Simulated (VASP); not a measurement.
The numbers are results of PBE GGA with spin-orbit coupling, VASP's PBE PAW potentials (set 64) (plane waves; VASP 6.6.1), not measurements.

VASP ran on this input.

INCAR:
```
SYSTEM = NbP
PREC = Accurate
ENCUT = 300
EDIFF = 1E-6
NELM = 100
ALGO = Normal
LREAL = .FALSE.
LASPH = .TRUE.
ISMEAR = -1
SIGMA = 0.05
GGA = PE
LMAXMIX = 4
LWAVE = .FALSE.
LCHARG = .FALSE.
ISIF = 2
LSORBIT = .TRUE.
LNONCOLLINEAR = .TRUE.
MAGMOM = 0.0 0.0 0.0 0.0 0.0 0.0 0.0 0.0 0.0 0.0 0.0 0.0 0.0 0.0 0.0 0.0 0.0 0.0
GGA_COMPAT = .FALSE.
LORBIT = 11
```

### POSCAR
```
NbP
1
    5.6594610000     0.0000000000     0.0000000000
   -2.8297300000     4.9012370000     0.0000000000
    0.0000000000     0.0000000000     4.5666990000
Nb P
3 3
Direct
  0.5000000000   0.0000000000   0.0000000000
  0.5000000000   0.5000000000   0.0000000000
  0.0000000000   0.5000000000   0.0000000000
  0.0000000000   0.0000000000   0.0000000000
  0.3333330000   0.6666670000   0.5000000000
  0.6666670000   0.3333330000   0.5000000000
```

KPOINTS:
```
Automatic mesh
0
Gamma
5 5 5
0 0 0
```

POTCAR, in this order: Nb_sv P (PBE.64 set). Program: vasp_ncl.

The run wrote:

### OSZICAR
```
       N       E                     dE             d eps       ncg     rms          rms(c)
DAV:   1     0.386719770482E+03    0.38672E+03   -0.21942E+04  2200   0.110E+03
DAV:   2    -0.937955453892E+01   -0.39610E+03   -0.38563E+03  2440   0.431E+02
DAV:   3    -0.470588769737E+02   -0.37679E+02   -0.36862E+02  2968   0.957E+01
DAV:   4    -0.506537199872E+02   -0.35948E+01   -0.35565E+01  3456   0.280E+01
DAV:   5    -0.509100214855E+02   -0.25630E+00   -0.25425E+00  2960   0.631E+00    0.133E+01
DAV:   6    -0.486799088913E+02    0.22301E+01   -0.16682E+01  2752   0.199E+01    0.564E+00
DAV:   7    -0.482158588106E+02    0.46405E+00   -0.30824E+00  2672   0.740E+00    0.329E+00
DAV:   8    -0.481599902193E+02    0.55869E-01   -0.41785E-01  2872   0.401E+00    0.981E-01
DAV:   9    -0.481626809398E+02   -0.26907E-02   -0.55147E-02  2952   0.112E+00    0.550E-01
DAV:  10    -0.481633092090E+02   -0.62827E-03   -0.87821E-03  2792   0.631E-01    0.148E-01
DAV:  11    -0.481634753660E+02   -0.16616E-03   -0.73961E-04  3128   0.148E-01    0.731E-02
DAV:  12    -0.481634814882E+02   -0.61222E-05   -0.90025E-05  2824   0.510E-02    0.331E-02
DAV:  13    -0.481635007150E+02   -0.19227E-04   -0.34691E-05  2424   0.297E-02    0.702E-03
DAV:  14    -0.481635067395E+02   -0.60244E-05   -0.80974E-06  2216   0.113E-02    0.452E-03
DAV:  15    -0.481635066153E+02    0.12421E-06   -0.31109E-06  2016   0.700E-03
   1 F= -.48163507E+02 E0= -.48143034E+02  d E =-.409442E-01  mag=     0.0000     0.0000    -0.0000
```

**OUTCAR**
```
------------------------ aborting loop because EDIFF is reached ----------------------------------------
  FORCE on cell =-STRESS in cart. coord.  units (eV):
  Direction    XX          YY          ZZ          XY          YZ          ZX
  --------------------------------------------------------------------------------------
  Total       -9.4582633     -9.4582633    -21.0088611     -0.0000010      0.0000000     -0.0000000
  in kB     -119.6296465   -119.6296467   -265.7234792     -0.0000122      0.0000000     -0.0000000
  external PRESSURE =    -168.3275908 kB  Pullay stress =       0.0000000 kB
  volume of cell :      126.67
      direct lattice vectors                 reciprocal lattice vectors
     5.659461000  0.000000000  0.000000000     0.176695272  0.102015045  0.000000000
    -2.829730000  4.901237000  0.000000000     0.000000000  0.204030125  0.000000000
     0.000000000  0.000000000  4.566699000     0.000000000  0.000000000  0.218976552
 POSITION                                       TOTAL-FORCE (eV/Angst)
 -----------------------------------------------------------------------------------
      2.82973      0.00000      0.00000         0.000000     -0.000000      0.000000
      1.41487      2.45062      0.00000         0.000000     -0.000000      0.000000
     -1.41487      2.45062      0.00000         0.000000     -0.000000      0.000000
      0.00000      0.00000      0.00000         0.000000     -0.000000      0.000000
     -0.00000      3.26749      2.28335        -0.000000      0.000000      0.000000
      2.82973      1.63374      2.28335         0.000000     -0.000000      0.000000
 -----------------------------------------------------------------------------------
    total drift:                               -0.000000      0.000000      0.000000
  FREE ENERGIE OF THE ION-ELECTRON SYSTEM (eV)
  ---------------------------------------------------
  free  energy   TOTEN  =       -48.1635066153 eV

  energy  without entropy=      -48.1225623722  energy(sigma->0) =      -48.14303449

 total charge

# of ion       s       p       d       tot
------------------------------------------
    1        2.151   5.980   2.468  10.600
    2        2.151   5.980   2.468  10.600
    3        2.151   5.980   2.468  10.600
    4        1.026   1.376   0.000   2.401
    5        1.039   1.366   0.000   2.404
    6        1.039   1.366   0.000   2.404
--------------------------------------------------
tot          9.557  22.048   7.405  39.010

 magnetization (x)

# of ion       s       p       d       tot
------------------------------------------
    1        0.000  -0.000   0.000   0.000
    2        0.000   0.000   0.000   0.000
    3       -0.000   0.000   0.000  -0.000
    4       -0.000   0.000   0.000   0.000
    5        0.000   0.000   0.000   0.000
    6        0.000   0.000   0.000   0.000
--------------------------------------------------
tot         -0.000   0.000   0.000   0.000

 magnetization (y)

# of ion       s       p       d       tot
------------------------------------------
    1        0.000  -0.000   0.000   0.000
    2        0.000  -0.000  -0.000  -0.000
    3       -0.000   0.000   0.000   0.000
    4        0.000   0.000   0.000   0.000
    5        0.000   0.000   0.000   0.000
    6        0.000   0.000   0.000   0.000
--------------------------------------------------
tot          0.000  -0.000   0.000   0.000

 magnetization (z)

# of ion       s       p       d       tot
------------------------------------------
    1       -0.000   0.000   0.000  -0.000
    2        0.000  -0.000  -0.000  -0.000
    3        0.000  -0.000   0.000   0.000
    4        0.000   0.000   0.000   0.000
    5        0.000   0.000   0.000   0.000
    6        0.000   0.000   0.000   0.000
--------------------------------------------------
tot          0.000   0.000   0.000   0.000

 Ion:    1  E_soc:     -0.1720773

 Ion:    2  E_soc:     -0.1720773

 Ion:    3  E_soc:     -0.1720773

 Ion:    4  E_soc:     -0.0013847

 Ion:    5  E_soc:     -0.0014447

 Ion:    6  E_soc:     -0.0014447
```
(Selected blocks of OUTCAR.)

At this cut-off the stress carries a Pulay error, which pulls relaxed volumes low.

The structure was generated: NbP was put into an ordered model structure, which need not be its known phase. The cell was not relaxed at this level. The run is one of a series of settings (GGA_COMPAT = .FALSE., LNONCOLLINEAR = .TRUE., LSORBIT = .TRUE., MAGMOM = 0.0 0.0 0.0 0.0 0.0 0.0 0.0 0.0 0.0 0.0 0.0 0.0 0.0 0.0 0.0 0.0 0.0 0.0, program vasp_ncl against the base run), some of them coarse on purpose.
